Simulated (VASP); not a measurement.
Here is the system:

```yaml
crystal:
  lattice:
    - [3.54551, 0.00000, 0.00000]
    - [0.00000, 3.54551, 0.00000]
    - [0.00000, 0.00000, 3.54551]
  atoms:
    - { symbol: In, position: [0.00000, 0.00000, 0.00000] }
    - { symbol: As, position: [0.50000, 0.50000, 0.50000] }
```

These are r2SCAN meta-GGA, VASP's PBE PAW potentials (set 64) (plane waves; VASP) values and carry that method's errors. Numerical set-up: 400 eV cut-off, 12×12×12 Γ-centred mesh, tetrahedra with Blöchl corrections, potentials In_d As.

Unless said otherwise, spin-orbit coupling is left out, though it shifts the bands of the heavy elements here.

Q: Estimate the energy per atom (σ→0), band gap (over mesh and band path) with the smallest direct gap where there is one.

A: 
The band gap (over mesh and band path) comes out as none (metal, semimetal or under 0.01 eV) and the energy per atom (σ→0) is -18.424 eV/atom.

Only differences to runs with the same potentials and settings are physical.

The structure was generated: InAs was put into the CsCl type (Pm-3m), which need not be its known phase. It was relaxed first, which changed the volume by +24 %.
